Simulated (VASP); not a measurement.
Given:

```yaml
crystal:
  lattice:
    - [0.00000, 2.83296, 2.83296]
    - [2.83296, 0.00000, 2.83296]
    - [11.32060, 11.32060, 0.01123]
  atoms:
    - { symbol: Ga, position: [0.99978, 0.99978, 0.00017] }
    - { symbol: Ga, position: [0.99988, 0.99988, 0.25009] }
    - { symbol: Ga, position: [0.00026, 0.00026, 0.49980] }
    - { symbol: As, position: [0.24996, 0.24996, 0.06253] }
    - { symbol: As, position: [0.25011, 0.25011, 0.31242] }
    - { symbol: As, position: [0.25024, 0.25024, 0.56232] }
    - { symbol: As, position: [0.25020, 0.25020, 0.81235] }
    - { symbol: Al, position: [0.99957, 0.99957, 0.75032] }
```

Level of theory: PBEsol GGA, VASP's PBE PAW potentials (set 64) (plane waves; VASP). Settings: 400 eV cut-off, 8×8×2 Γ-centred mesh, tetrahedra with Blöchl corrections, potentials Ga_d As Al.

The cores are frozen, which limits the accuracy of field gradients.

Question: Give the principal components of the electric field gradient (V/Å²) and the asymmetry η at each nucleus.

Answer: 
| atom | Vxx | Vyy | Vzz | η |
|---|---|---|---|---|
| Ga1 | -1.3 | -1.3 | 2.5 | 0.00 |
| Ga2 | 0.2 | 0.2 | -0.4 | - |
| Ga3 | 0.9 | 0.9 | -1.9 | 0.00 |
| As4 | 1.3 | 1.3 | -2.5 | 0.00 |
| As5 | 1.2 | 1.2 | -2.5 | 0.00 |
| As6 | 22.1 | 22.1 | -44.2 | 0.00 |
| As7 | -23.0 | -23.0 | 46.0 | 0.00 |
| Al8 | 0.0 | 0.0 | 0.1 | - |

The structure was generated: AlGa3As4 was put into an ordered model structure (R3m), which need not be its known phase. It was relaxed first.
